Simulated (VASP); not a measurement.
Here is the system:

Space group P6₃/mmc (No. 194); a = 3.6079 Å, b = 3.6079 Å, c = 5.5563 Å, α = 90.00°, β = 90.00°, γ = 120.00°

```
atom  site  symmetry       x       y       z
----  ----  --------  ------  ------  ------
Ho      2c      -6m2  0.3333  0.6667  0.2500
```

Level of theory: PBE GGA, VASP's PBE PAW potentials (set 64) (plane waves; VASP). Numerical set-up: 480 eV cut-off, 12×12×6 Γ-centred mesh, first-order Methfessel-Paxton smearing of 0.10 eV, potentials Ho_3.

The 4f electrons are frozen in the core of the lanthanide potential, so 4f levels, which can set the real gap, and their magnetism are missing.

Each relaxation starts from this cell; other phases were not tried.

The cell is relaxed at 5 GPa. What happens?

The volume per atom goes from 31.32 to 28.39 Å³ (-9.4 %), and the cell becomes a = 3.483 Å, b = 3.483 Å, c = 5.403 Å, α = 90.00°, β = 90.00°, γ = 120.00°, space group P6_3/mmc.

Failed runs are left out, and for metals the shear rows, which the mesh's noise covers.

The compound is Ho in the hcp structure.
